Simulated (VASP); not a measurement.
Given:

```
Ni3Si
1.0
    3.52782     0.00000     0.00000
    0.00000     3.52782     0.00000
    0.00000     0.00000     3.52782
Si Ni
1 3
Direct
  0.00000   0.00000   0.00000
  0.00000   0.50000   0.50000
  0.50000   0.00000   0.50000
  0.50000   0.50000   0.00000
```

The numbers are results of PBE GGA, VASP's PBE PAW potentials (set 64) (plane waves; VASP), not measurements. Run with 300 eV cut-off, 8×8×8 Γ-centred mesh, Gaussian smearing of 0.050 eV, potentials Si Ni.

At this cut-off the stress carries a Pulay error, which pulls relaxed volumes low.

Q: Estimate the energy per atom (σ→0), pressure, band gap (on the k-mesh) with the smallest direct gap where there is one.

A: 
```
Property                                                    Result
------------------------  ----------------------------------------
band gap (on the k-mesh)  none (metal, semimetal or under 0.01 eV)
energy per atom (σ→0)                               -5.923 eV/atom
pressure                                                 -3.95 GPa
```

The absolute energy has meaning only against runs of the same code, potentials and settings.

The structure comes from a computed database's SiNi3 entry; how it stands against other phases isn't given here. The cell was not relaxed at this level. The run is not spin-polarised, so no magnetic state was tried.
